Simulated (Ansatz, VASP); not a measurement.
## Cross-check of AlIr (Al-Ir stack, (111) layers) between VASP and Ansatz

One calculation is typed for both programs; each brings its own data sets. How far apart do they land? The cell is taken from a series of runs on this material, whose earlier steps may have relaxed, scaled, displaced or heated it; both programs get it as it stands.

Method: plane waves, with VASP 6.6.1 beside it; PBEsol, in Ansatz 0.2.0.

### Step 1. Starting point

The cell holds 2 atoms: 1 Al and 1 Ir. Cell: a = 2.703 Å, b = 2.703 Å, c = 28.234 Å, α = 90.0°, β = 90.0°, γ = 120.0°. It derives from AlIr. Vacuum lies along c.

### Step 2. Ansatz: zone-centre phonons, PBEsol

Ansatz runs on its PAW soft_1 files.

Second derivatives magnify differences that forces hide, and they need a tight electronic threshold.

Input file input.yaml:

```yaml
crystal:
  lattice:
    - [2.7027076732, 2.8733e-06, 0.0]
    - [-1.3513563249, 2.3406120673, 0.0]
    - [0.0, 0.0, 28.2340518678]
  atoms:
    - { symbol: Al, position: [0.0, 0.0, 0.1989206208] }
    - { symbol: Ir, position: [0.3333333333, 0.6666666667, 0.2692031208] }
  periodic: [true, true, false]
kpoints:
  mp_grid: { grid: [6, 6, 1] }
hamiltonian:
  xc: pbesol
  pseudopotentials: { kind: paw, azcp: { folder: soft_1 }, xc_functional: pbe }
scf:
  occupations: { method: methfessel_paxton, width: 0.2 }
output:
  eigenvalues: true
phonons:
  method: dfpt
  qmesh: [2, 2, 1]
  temperatures: { t_max: 1000, t_step: 50 }
  qpath:
    path:
      - [0.0, 0.0, 0.0]
      - [0.5, 0.0, 0.0]
      - [0.33333333, 0.33333333, 0.0]
      - [0.0, 0.0, 0.0]
    npoints: 10
```

Started as:

```sh
> ansatz run input.yaml --threads 4 --pin off --max-ram 20480MiB --backend cpu --events-out ev --progress --plain --runs-dir out
```

Numbers of over 12 decimals in the logs are rounded to 6 here.

What it wrote:

```text
Engine: ansatz 0.2.0, aarch64-unknown-linux-gnu
Pseudopotentials: kind: paw
Pseudopotential: Al, paw, valence charge 3, recommended cutoff 420 eV (normal), soft_1/Al.paw.azcp
Pseudopotential: Ir, paw, valence charge 17, recommended cutoff 420 eV (normal), soft_1/Ir.paw.azcp
Functional definition: PBEsol
  exchange = pbesol_x
  correlation = pbesol_c
Crystal: 2 atoms, lattice volume = 178.608 Å³
Basis set: ecut = 420 eV, 3533 PW (Γ), exchange–correlation on 40×40×384 points (8 copies of the dense FFT grid, shifted against one another)
Bands: 14, of which v1, the nominal top of the filled ones, is band 10 counted from 1 (9 counted from 0)
Symmetry: 6 space group operations
k-points: 7 of 36 (time reversal used)
Non-local potential: Al, projectors of the file, l = 0: 2, l = 1: 2, l = 2: 1
Non-local potential: Ir, projectors of the file, l = 0: 3, l = 1: 2, l = 2: 2, l = 3: 1
PAW form: soft (Blöchl's): semilocal exchange-correlation on the pseudo side does not see the compensation charge
PAW frozen core: Al, regenerated for the run's functional, and the local potential with it (the file was generated under x = pbe(κ = 0.804, μ = 0.219515), c = pbe(β = 0.066725))
PAW frozen core: Ir, regenerated for the run's functional, and the local potential with it (the file was generated under x = pbe(κ = 0.804, μ = 0.219515), c = pbe(β = 0.066725))
PAW one-centre angular grid: Al, 110 points (default); XC on 64 Gauss nodes
PAW one-centre angular grid: Ir, 590 points (default); XC on 64 Gauss nodes
Initial density: superposition of atomic densities (neutral atoms: chi_scale 0, normalization atom)
Initial wavefunctions: pseudopotential atomic-orbital guess
Functional: x = pbesol(κ = 0.804, μ = 0.123457), c = pbesol(β = 0.046)
SCF iter   1: F=—  HF=-12325.062535 eV  |F-HF|=—  |Δ(HF+E_count)|=         —  Δρ=2.36e-2  dr2=4.29e0  ethr=3.10e-3  ⟨swp⟩=13.7  Hψ=1105  notcnv=0
preconditioner: auto → LDOS  [insulator: Δε(μ)=0.166 eV  Ē_g=8.089 eV  σ=0.200 eV  W_gap=0.61  n_scr=16 (ndim 8)  ℏωp=9.6 eV  f_vac=0.752  D(μ)=4.39/eV (n_scr^D=18)  ε∞_Penn≈2.4  β→1.0]
SCF iter   2: F=—  HF=-12325.013846 eV  |F-HF|=—  |Δ(HF+E_count)|=   4.87e-2  S|Δr|=    0.00e0  Δρ=2.60e-2  dr2=6.38e0  ethr=3.10e-3  ⟨swp⟩=4.4  Hψ=359  notcnv=0
SCF iter   3: F=—  HF=-12324.274737 eV  |F-HF|=—  |Δ(HF+E_count)|=   7.39e-1  S|Δr|=    0.00e0  Δρ=6.79e-3  dr2=9.12e-1  ethr=3.10e-3  ⟨swp⟩=4.6  Hψ=362  notcnv=0  defer=1
SCF iter   4: F=—  HF=-12324.243775 eV  |F-HF|=—  |Δ(HF+E_count)|=   3.10e-2  S|Δr|=    0.00e0  Δρ=3.74e-3  dr2=8.40e-2  ethr=3.10e-3  ⟨swp⟩=2.7  Hψ=157  notcnv=0  defer=1
SCF iter   5: F=—  HF=-12324.240465 eV  |F-HF|=—  |Δ(HF+E_count)|=   3.31e-3  S|Δr|=    0.00e0  Δρ=1.37e-3  dr2=8.57e-3  ethr=4.20e-4  ⟨swp⟩=2.3  Hψ=153  notcnv=0  defer=1
SCF iter   6: F=—  HF=-12324.239815 eV  |F-HF|=—  |Δ(HF+E_count)|=   6.50e-4  S|Δr|=    0.00e0  Δρ=5.36e-4  dr2=1.53e-3  ethr=4.28e-5  ⟨swp⟩=3.0  Hψ=198  notcnv=0  defer=1
SCF iter   7: F=—  HF=-12324.239781 eV  |F-HF|=—  |Δ(HF+E_count)|=   3.39e-5  S|Δr|=    0.00e0  Δρ=1.69e-4  dr2=1.07e-4  ethr=7.64e-6  ⟨swp⟩=2.0  Hψ=139  notcnv=0  defer=1
SCF iter   8: F=—  HF=-12324.239821 eV  |F-HF|=—  |Δ(HF+E_count)|=   3.99e-5  S|Δr|=    0.00e0  Δρ=9.42e-5  dr2=4.08e-5  ethr=5.36e-7  ⟨swp⟩=3.6  Hψ=220  notcnv=0  defer=1
SCF iter   9: F=—  HF=-12324.239817 eV  |F-HF|=—  |Δ(HF+E_count)|=   4.57e-6  S|Δr|=    0.00e0  Δρ=3.12e-5  dr2=2.38e-6  ethr=2.04e-7  ⟨swp⟩=3.6  Hψ=202  notcnv=0  defer=1
SCF iter  10: F=—  HF=-12324.239884 eV  |F-HF|=—  |Δ(HF+E_count)|=   6.69e-5  S|Δr|=    0.00e0  Δρ=1.80e-5  dr2=9.65e-7  ethr=1.19e-8  ⟨swp⟩=3.0  Hψ=188  notcnv=0  defer=1
SCF iter  11: F=—  HF=-12324.239884 eV  |F-HF|=—  |Δ(HF+E_count)|=   6.12e-8  S|Δr|=    0.00e0  Δρ=3.04e-6  dr2=6.34e-8  ethr=4.83e-9  ⟨swp⟩=3.3  Hψ=208  notcnv=0  defer=1
SCF iter  12: F=—  HF=-12324.239884 eV  |F-HF|=—  |Δ(HF+E_count)|=   1.04e-8  S|Δr|=    0.00e0  Δρ=9.24e-7  dr2=1.87e-9  ethr=3.17e-10  ⟨swp⟩=3.6  Hψ=191  notcnv=0  defer=1
SCF iter  13: F=—  HF=-12324.239884 eV  |F-HF|=—  |Δ(HF+E_count)|=   5.60e-9  S|Δr|=    0.00e0  Δρ=1.52e-7  dr2=2.87e-11  ethr=9.33e-12  ⟨swp⟩=4.4  Hψ=265  notcnv=0  defer=1
SCF iter  14: F=-12324.239884 eV  HF=-12324.239884 eV  |F-HF|=3.46e-10  |Δ(HF+E_count)|=   1.44e-9  S|Δr|=    0.00e0  Δρ=4.49e-8  dr2=3.01e-12  ethr=1.00e-12  ⟨swp⟩=16.9  Hψ=914  notcnv=0
SCF 1 converged in 14 iterations: F = -12324.239884 eV  dr2 = 3.01e-12
  greatest PAW one-centre occupation: 1.000 electrons in one spin orbital (limit 2), on the Ir atom at site 1 (counted from 0), in its partial waves of l = 0
phonons: the bands overlap, so this run is a metal and interpolates without the dipole-dipole term. If the crystal is really an insulator or semiconductor, its LO-TO splitting is missing
NSCF: frozen V_eff on 7 k-points
WARN: eigensolver did not converge in 4 slots of this pass, the one above among them; of largest residual over every band (k=0): 1 band(s) unlocked (lowest unlocked band 13, counted from 0; max residual 3.60e-3 eV among the unlocked bands, 3.60e-3 eV over every band); of lowest unlocked band (k=0): band 13
NSCF: frozen V_eff on 20 k-points
DFPT response loops at q = (0, 0, 0) (fractional): preconditioner auto → none (partly filled bands, converged f_vac=0.765); β = 0.50; Broyden in place of MSR1
NSCF: frozen V_eff on 40 k-points
DFPT response loops at q = (0, -0.5, 0) (fractional): mixed as the last ones told, above
SCF converged after 14 iterations
Stability not checked: this state was not tested for a lower state beside it, because cold or Methfessel-Paxton smearing, or corrected tetrahedra, fill the levels in a way that the test cannot read (fill_not_monotonic; see scf.lower_state_search)
Free energy (F): -12324.239884 eV
Harris-Foulkes:  -12324.239884 eV  (|F-HF|=3.46e-10)
Internal energy: -12324.228702 eV  (E = F + TS)
E sigma→0 (E₀):  -12324.237088 eV
Entropy (-TS):   -0.011181 eV (-5.591 meV/atom)
Fermi energy:    -5.189968 eV
--- Per-component energies (eV) ---
  E_band       = -622.620986
  E_kinetic    = 563.928329
  E_local      = -36448.957447  (includes V_loc(G=0)·N_el)
  E_nonlocal   = 204.155735
  E_hartree    = 17815.155634
  E_xc         = -265.884101
  E_vxc        = -284.906725  (∫ρ·V_xc dr)
  E_paw        = -9587.241759  (= ΣΔE_a)
  E_vpaw       = -287.152448  (= ΣTr[D̂ρ^β])
  E_aug_tail   = 0.000365  (compensation charges beyond the density's cutoff)
  E_ewald      = 15394.330055
  E_core_change = 0.284487  (= ΣΔE_core)
  E_smearing   = -0.011181  (= −TS)
  E_closure    = -0.000000  (closes the sum)
  Σ components = -12324.239884   (vs F -12324.239884, Δ=0.00e0)
--- Band table (eV; the first three rows and the last of 7) ---
  k-point 0: bands = [... 6 lower, -8.0735, -8.0735, -7.9108, -5.5351, -5.1557, -5.1557, -1.1311, 0.0708]
  k-point 1: bands = [... 6 lower, -8.6672, -7.4432, -7.2537, -7.1882, -5.4246, -3.5162, -0.3181, 0.7918]
  k-point 2: bands = [... 6 lower, -8.7876, -7.1418, -6.2229, -5.9693, -4.9337, -2.2595, -0.5109, 1.9665]
  k-point 6: bands = [... 6 lower, -8.2912, -8.1365, -8.0880, -4.2267, -3.6961, -2.3475, 0.6223, 1.7288]
--- Phonons (Γ-DFPT): 4 representative perturbations + reference (Σ response iterations 24) ---
  ASR residual: 4.121e-5 → 0.000e0 eV/Å²; symmetrization residual: 7.978e-6 eV/Å²
  ASR residual per site (eV/Å²): 8.65e-6 4.12e-5
  Γ frequencies (cm⁻¹): 0.00 0.00 0.00 130.48 130.48 271.72
--- Phonons (arbitrary-q DFPT): 2 irreducible q on the 2×2×1 mesh ---
  q = [0.0000, 0.0000, 0.0000] (star 1, of the zone-centre solve; hermiticity 2.48e-6, symmetrization 4.98e-7): -0.00 -0.00 0.00 130.48 130.48 271.72
  q = [0.0000, -0.5000, 0.0000] (star 3, 6 solved perturbations in 106 linear systems a pass and spin channel, the states on 20 of 36 k-point pairs; hermiticity 5.77e-7, symmetrization 2.11e-7): -135.54 63.98 114.78 245.22 260.40 402.38
  sum rule: each row above includes the acoustic sum rule's correction from the zone centre's row sums; it moved no ω² by more than (0.30 cm⁻¹)²
  mesh force constants: q→R imaginary residual 2.81e-17; ASR residual 4.121e-5 → 0.000e0 eV/Å²; symmetrization residual 3.553e-15 eV/Å²
  interpolated dispersion: 31 rows × 6 modes
  density of states and harmonic sums: on the 26×26×1 q-mesh, interpolated from the force constants of a 2×2×1 supercell (no non-analytic term)
  largest difference from the sums on the solved wave vectors: F 1.24e-1 eV, S 1.62e-4 and C_V 3.76e-5 eV/K
  zero-point energy: 0.059678 eV/cell   skipped modes (ω ≤ 0): 78, of them read as no rigid motion or as one in doubt: 75 (1.061e0 modes/cell left out, lowest -135.54 cm⁻¹)   left out of the sums: 1.78e-1 of the cell's modes: C_V's classical limit lies that fraction below 3 k_B per atom; for a crystal, a wire or a layer, F and S can be off by more, and a phonons.interpolated_qmesh denser along its periods is the remedy for the sampling
```

(Continued in part 2 of 2.)

[Lines on the potential files, build, host, timing and source positions are cut from VASP's logs without a mark.]

[Logs are printed without paths, hosts, clocks, repeated set-up lines and the standing remarks that a program may print on its own settings, such as how far it seeks lower states.]

[Hosts, paths, dates, database ids (printed as entryN), source tags and the programs' standing remarks are cut or masked in the printed files.]
